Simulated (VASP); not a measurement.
A convergence study with VASP on HfO2 (fluorite): one setting is varied, all else stays as given below, so the limit is that of these other settings.

```yaml
crystal:
  lattice:
    - [0.00000, 2.54000, 2.54000]
    - [2.54000, 0.00000, 2.54000]
    - [2.54000, 2.54000, 0.00000]
  atoms:
    - { symbol: Hf, position: [0.00000, 0.00000, 0.00000] }
    - { symbol: O, position: [0.25000, 0.25000, 0.25000] }
    - { symbol: O, position: [0.75000, 0.75000, 0.75000] }
```

All values below come from LDA (Ceperley-Alder, Perdew-Zunger), VASP's LDA PAW potentials (set 64) (plane waves; VASP). The tightest run used: 700 eV cut-off, 12×12×12 Monkhorst-Pack mesh, Gaussian smearing of 0.050 eV, potentials Hf_pv O.

Task: The settings run are 1×1×1 mesh; 2×2×2 mesh; 3×3×3 mesh; 4×4×4 mesh; 5×5×5 mesh; 6×6×6 mesh; 7×7×7 mesh; 8×8×8 mesh; 9×9×9 mesh; 10×10×10 mesh; 11×11×11 mesh; 12×12×12 mesh. From which on does the stress (every component) stay within 0.5 GPa of the tightest run?

Result: From 3×3×3 mesh on: it is off by 0.03 there and by no more than 0.5 in any finer run, while 2×2×2 mesh is off by 0.60.
| setting | E (eV/atom) | pressure (GPa) | irreducible k-points | difference judged (GPa) |
|---|---|---|---|---|
| 1×1×1 mesh | -11.0987 | -43.08 | 1 | 27.87 |
| 2×2×2 mesh | -11.0255 | -15.82 | 2 | 0.60 |
| 3×3×3 mesh | -10.9956 | -15.24 | 4 | 0.03 |
| 4×4×4 mesh | -10.9992 | -15.22 | 10 | 0.00 |
| 5×5×5 mesh | -10.9990 | -15.21 | 10 | 0.00 |
| 6×6×6 mesh | -10.9990 | -15.21 | 28 | 0.00 |
| 7×7×7 mesh | -10.9990 | -15.21 | 20 | 0.00 |
| 8×8×8 mesh | -10.9990 | -15.21 | 60 | 0.00 |
| 9×9×9 mesh | -10.9990 | -15.21 | 35 | 0.00 |
| 10×10×10 mesh | -10.9990 | -15.21 | 110 | 0.00 |
| 11×11×11 mesh | -10.9990 | -15.21 | 56 | 0.00 |
| 12×12×12 mesh | -10.9990 | -15.21 | 182 | 0.00 |

Left out are rungs that failed or repeat a setting and relaxations that didn't move; long series are thinned to 24 rows.

The compound is HfO2 in the fluorite structure, the high-temperature cubic form, which is unstable at 0 K; the monoclinic form is the stable one. The cell was not relaxed at this level.
